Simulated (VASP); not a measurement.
```
MoTe2
1.0
    0.00000     3.35363     3.35363
    3.35363     0.00000     3.35363
    3.35363     3.35363     0.00000
Mo Te
1 2
Direct
  0.00000   0.00000   0.00000
  0.25000   0.25000   0.25000
  0.75000   0.75000   0.75000
```

These are PBE GGA, VASP's PBE PAW potentials (set 64) (plane waves; VASP) values and carry that method's errors. Settings: 400 eV cut-off, 5×5×5 Γ-centred mesh, Gaussian smearing of 0.050 eV, potentials Mo_sv Te.

Unless said otherwise, spin-orbit coupling is left out, though it shifts the bands of the heavy elements here.

### Question
Estimate the energy per atom (σ→0), pressure, band gap (on the k-mesh) with the smallest direct gap where there is one.

### Answer

The band gap (on the k-mesh) comes out as none (metal, semimetal or under 0.01 eV) and the energy per atom (σ→0) comes out as -5.486 eV/atom. The pressure is -2.93 GPa.

The structure was generated: Te2Mo was put into the fluorite type (Fm-3m), which need not be its known phase. The cell was not relaxed at this level. The k-mesh is coarse (spacing up to 0.32 per Å, 2π included), so the numbers may not be converged in it.
